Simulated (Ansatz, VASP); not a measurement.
# Cross-check of Si2Mo between VASP and Ansatz, part 2 of 2

One calculation is typed for both programs; each brings its own data sets. How far apart do they land? Of the first pair: The cell is taken from a series of runs on this material, whose earlier steps may have relaxed, scaled, displaced or heated it; both programs get it as it stands.

VASP 6.6.1 and Ansatz 0.2.0.

So far: Set-up; Ansatz: relaxation of cell and atoms, LDA; VASP: relaxation of cell and atoms, LDA; Side by side.

## (5) Ansatz: relaxation, LDA

Level of this step: Ansatz beside VASP: Kohn-Sham DFT, plane waves, LDA (Ansatz).

This run makes the geometry at which the two programs are then compared.

The structure compared here is the end of the Ansatz relaxation.

File input.yaml:

```yaml
crystal:
  lattice:
    - [-1.5293478155, 1.5293478155, 3.7697455632]
    - [1.5293478155, -1.5293478155, 3.7697455632]
    - [1.5293478155, 1.5293478155, -3.7697455632]
  atoms:
    - { symbol: Si, position: [0.3340615509, 0.3340615509, 0.0] }
    - { symbol: Si, position: [0.6659384491, 0.6659384491, 0.0] }
    - { symbol: Mo, position: [0.0, 0.0, 0.0] }
kpoints:
  mp_grid: { grid: [20, 20, 20] }
hamiltonian:
  xc: lda
  pseudopotentials: { kind: paw, azcp: { folder: soft_1 }, xc_functional: pbe }
scf:
  occupations: { method: methfessel_paxton, width: 0.2 }
output:
  forces: true
  stress: true
  eigenvalues: true
relax:
  adjacent_minimum: "off"
  f_tol: 0.001
  max_steps: 60
  cell: { stress_tol: 0.01, fix: [volume] }
```

On the command line:

```
> ansatz run input.yaml --threads 4 --pin off --max-ram 10240MiB --backend cpu --events-out ev --progress --plain --runs-dir out
```

Numbers of over 12 decimals in the logs are rounded to 6 here.

Log:

```text
[...]
Crystal: 3 atoms, lattice volume = 35.268 Å³
Basis set: ecut = 420 eV, 681 PW (Γ), FFT grids on a1+a3, a2+a3, a3
Bands: 15, of which v1, the nominal top of the filled ones, is band 11 counted from 1 (10 counted from 0)
Symmetry: 16 space group operations
[...]
k-points: 641 of 8000
[...]
--- Relaxed structure (4 steps of the walk, 4 accepted, 1 SCFs on fresh bases) ---
[...]
cell:  # Å, volume = 35.2683 Å³
    - [-1.528464, 1.528464, 3.774105]
    - [1.528464, -1.528464, 3.774105]
    - [1.528464, 1.528464, -3.774105]
  atoms:
    - { symbol: Si, position: [0.333780, 0.333780, 0] }
    - { symbol: Si, position: [0.666220, 0.666220, 0] }
    - { symbol: Mo, position: [0, 0, 0] }
[key lines of the parts left out:]
SCF converged after 5 iterations
Free energy (F): -6061.622210 eV
Fermi energy:    18.284560 eV
P = ⅓ Tr σ = 29.8366 GPa (298.366 kbar)
```

## (6) VASP: single point, LDA, pair 2

The same cell, functional (in two slightly different forms), mesh and smearing now go to VASP, with its own data sets.

File INCAR:

```
SYSTEM = Si2Mo
PREC = Accurate
ENCUT = 500
EDIFF = 1E-06
NELM = 120
ISMEAR = 1
SIGMA = 0.2
LREAL = .FALSE.
ALGO = Normal
GGA = PW92
NBANDS = 17
LASPH = .TRUE.
LORBIT = 11
LWAVE = .FALSE.
LCHARG = .FALSE.
ISIF = 2
GGA_COMPAT = .FALSE.
KPAR = 2
```

File POSCAR:

```
Si2Mo
1.0
   -1.5284643262      1.5284643262      3.7741048305
    1.5284643262     -1.5284643262      3.7741048305
    1.5284643262      1.5284643262     -3.7741048305
Si Mo
2 1
Direct
    0.3337804065      0.3337804065      0.0000000000
    0.6662195935      0.6662195935      0.0000000000
    0.0000000000      0.0000000000      0.0000000000
```

File KPOINTS:

```
Automatic mesh
0
Gamma
20 20 20
0 0 0
```

Potentials, in the order of the species: Si and Mo_sv (LDA family, release 64).

On the command line:

```
> mpirun -np 2 vasp_std
```

Log:

```text
[banner, memory and clock lines left out]
running    2 mpi-ranks, on    1 nodes
[...]
[... a notice as in an earlier step ...]

 LDA part: xc-table for (Slater(with rela. corr.)+PW92), standard interpolation
 POSCAR, INCAR and KPOINTS ok, starting setup
[...]
entering main loop
       N       E                     dE             d eps       ncg     rms          rms(c)
DAV:   1     0.126759180714E+03    0.12676E+03   -0.11198E+04 21850   0.121E+03
DAV:   2    -0.229676106756E+02   -0.14973E+03   -0.14702E+03 25056   0.324E+02
DAV:   3    -0.262738130786E+02   -0.33062E+01   -0.32744E+01 27651   0.437E+01
DAV:   4    -0.262918661803E+02   -0.18053E-01   -0.18037E-01 25919   0.351E+00
[...]
DAV:  10    -0.254617680348E+02    0.10307E-03   -0.30938E-04 25601   0.152E-01    0.667E-02
DAV:  11    -0.254617626892E+02    0.53456E-05   -0.40243E-05 25150   0.499E-02    0.155E-02
DAV:  12    -0.254617623387E+02    0.35047E-06   -0.23693E-06 18460   0.101E-02
   1 F= -.25461762E+02 E0= -.25461848E+02  d E =0.257784E-03
```

From OUTCAR (step 6):

```text
  Total        6.6897694      6.6897694      6.6959108      0.0000000     -0.0000000      0.0000000
  in kB      303.9045239    303.9045239    304.1835193      0.0000000     -0.0000000      0.0000000
  external PRESSURE =     303.9975224 kB  Pullay stress =       0.0000000 kB

 POSITION                                       TOTAL-FORCE (eV/Angst)
 -----------------------------------------------------------------------------------
      0.00000      0.00000      2.51944        -0.000000     -0.000000     -0.011210
      0.00000      0.00000      5.02877         0.000000      0.000000      0.011210
      0.00000      0.00000      0.00000         0.000000      0.000000     -0.000000
 -----------------------------------------------------------------------------------
    total drift:                                0.000000      0.000000      0.000000

  FREE ENERGIE OF THE ION-ELECTRON SYSTEM (eV)
  ---------------------------------------------------
  free  energy   TOTEN  =       -25.4617623387 eV

  energy  without entropy=      -25.4620201223  energy(sigma->0) =      -25.46184827

[... 1 part as in an earlier step ...]

[... 2 further parts left out ...]
[key lines of the parts left out:]
E-fermi :  14.2793
```

The run ends at a pressure of 30.40 GPa, with forces up to 0.011 eV/Å.

## (7) Differences

What differs besides the data sets and the points named for the pairs above, as far as they apply: Ansatz's pressure holds a Pulay correction, VASP's none. Total energies have different zeros and are not compared.

The two programs side by side:

```
      quantity  Ansatz   VASP  difference
pressure (GPa)   29.84  30.40       -0.56
```

The largest component of a force difference here is 11 meV/Å.

## (8) Ansatz: relaxation, LDA

This run makes the geometry at which the two programs are then compared. The cell compared in this pair holds 36.05 Å³, against 35.27 Å³ for the pair before.

The structure compared here is the end of the Ansatz relaxation.

input.yaml, the sections that differ from step 5:

```yaml
crystal:
  lattice:
    - [-1.5414370254, 1.5414370254, 3.7933098408]
    - [1.5414370254, -1.5414370254, 3.7933098408]
    - [1.5414370254, 1.5414370254, -3.7933098408]
  atoms:
    - { symbol: Si, position: [0.3343484137, 0.3343484137, 0.0] }
    - { symbol: Si, position: [0.6656515863, 0.6656515863, 0.0] }
    - { symbol: Mo, position: [0.0, 0.0, 0.0] }
# kpoints, hamiltonian, scf, output, relax: as in step 5
```

On the command line:

```
> ansatz run input.yaml --threads 4 --pin off --max-ram 10240MiB --backend cpu --events-out ev --progress --plain --runs-dir out
```

Log:

```text
[...]
Crystal: 3 atoms, lattice volume = 36.052 Å³
Basis set: ecut = 420 eV, 737 PW (Γ), FFT grids on a1+a3, a2+a3, a3
Bands: 15, of which v1, the nominal top of the filled ones, is band 11 counted from 1 (10 counted from 0)
Symmetry: 16 space group operations
[...]
k-points: 641 of 8000
[...]
--- Relaxed structure (4 steps of the walk, 4 accepted, 1 SCFs on fresh bases) ---
[...]
cell:  # Å, volume = 36.0520 Å³
    - [-1.540593, 1.540593, 3.797465]
    - [1.540593, -1.540593, 3.797465]
    - [1.540593, 1.540593, -3.797465]
  atoms:
    - { symbol: Si, position: [0.334062, 0.334062, 0] }
    - { symbol: Si, position: [0.665938, 0.665938, 0] }
    - { symbol: Mo, position: [0, 0, 0] }
[key lines of the parts left out:]
SCF converged after 4 iterations
Free energy (F): -6061.749947 eV
Fermi energy:    17.832845 eV
P = ⅓ Tr σ = 22.5211 GPa (225.211 kbar)
```

## (9) VASP: single point, LDA, pair 3

The same cell, functional (in two slightly different forms), mesh and smearing now go to VASP, with its own data sets.

INCAR is that of step 6.

File POSCAR:

```
Si2Mo
1.0
   -1.5405934239      1.5405934239      3.7974652760
    1.5405934239     -1.5405934239      3.7974652760
    1.5405934239      1.5405934239     -3.7974652760
Si Mo
2 1
Direct
    0.3340615509      0.3340615509      0.0000000000
    0.6659384491      0.6659384491      0.0000000000
    0.0000000000      0.0000000000      0.0000000000
```

KPOINTS is that of step 6.

On the command line:

```
> mpirun -np 2 vasp_std
```

Log:

```text
[... set-up lines as in an earlier step ...]
 entering main loop
       N       E                     dE             d eps       ncg     rms          rms(c)
DAV:   1     0.125905370354E+03    0.12591E+03   -0.11153E+04 21810   0.121E+03
DAV:   2    -0.231875973682E+02   -0.14909E+03   -0.14639E+03 25216   0.322E+02
DAV:   3    -0.264180818802E+02   -0.32305E+01   -0.31936E+01 27442   0.432E+01
DAV:   4    -0.264362344443E+02   -0.18153E-01   -0.18132E-01 25991   0.351E+00
[...]
DAV:  10    -0.255925829206E+02    0.10532E-03   -0.32787E-04 25659   0.157E-01    0.648E-02
DAV:  11    -0.255925772838E+02    0.56368E-05   -0.44906E-05 25066   0.523E-02    0.154E-02
DAV:  12    -0.255925768486E+02    0.43524E-06   -0.29635E-06 19521   0.111E-02
   1 F= -.25592577E+02 E0= -.25592680E+02  d E =0.310640E-03
```

OUTCAR, selected parts (step 9):

```text
  Total        5.1832204      5.1832204      5.1880344      0.0000000      0.0000000      0.0000000
  in kB      230.3458398    230.3458398    230.5597783      0.0000000      0.0000000      0.0000000
  external PRESSURE =     230.4171526 kB  Pullay stress =       0.0000000 kB

 POSITION                                       TOTAL-FORCE (eV/Angst)
 -----------------------------------------------------------------------------------
      0.00000      0.00000      2.53717         0.000000      0.000000     -0.010291
      0.00000      0.00000      5.05776         0.000000      0.000000      0.010291
      0.00000      0.00000      0.00000        -0.000000     -0.000000     -0.000000
 -----------------------------------------------------------------------------------
    total drift:                                0.000000      0.000000      0.000000

  FREE ENERGIE OF THE ION-ELECTRON SYSTEM (eV)
  ---------------------------------------------------
  free  energy   TOTEN  =       -25.5925768486 eV

  energy  without entropy=      -25.5928874886  energy(sigma->0) =      -25.59268040

[... 1 part as in an earlier step ...]

[... 2 further parts left out ...]
[key lines of the parts left out:]
E-fermi :  13.9143
```

The run ends at a pressure of 23.04 GPa, with forces up to 0.010 eV/Å.

## (10) Comparison

Both answers:

```
      quantity  Ansatz   VASP  difference
pressure (GPa)   22.52  23.04       -0.52
```

The largest component of a force difference here is 10 meV/Å.

## (11) Summary of results

- difference in volume (relaxation of cell and atoms, LDA): -0.18 %
- difference in pressure (single point, LDA, pair 2): -0.56 GPa
- difference in pressure (single point, LDA, pair 3): -0.52 GPa

**Reading.** The difference in pressure is -0.56 GPa (single point, LDA, pair 2), within the 1 GPa picked in this series as the mark of a large difference. 10 further pairs of this series are not shown here. Such differences can come from data sets, numerical settings and the points named under the comparisons, not from the functional's error against experiment.

[Lines on the potential files, build, host, timing and source positions are cut from VASP's logs without a mark.]

[Logs are printed without paths, hosts, clocks, repeated set-up lines and the standing remarks that a program may print on its own settings, such as how far it seeks lower states.]

[Hosts, paths, dates, database ids (printed as entryN), source tags and the programs' standing remarks are cut or masked in the printed files.]
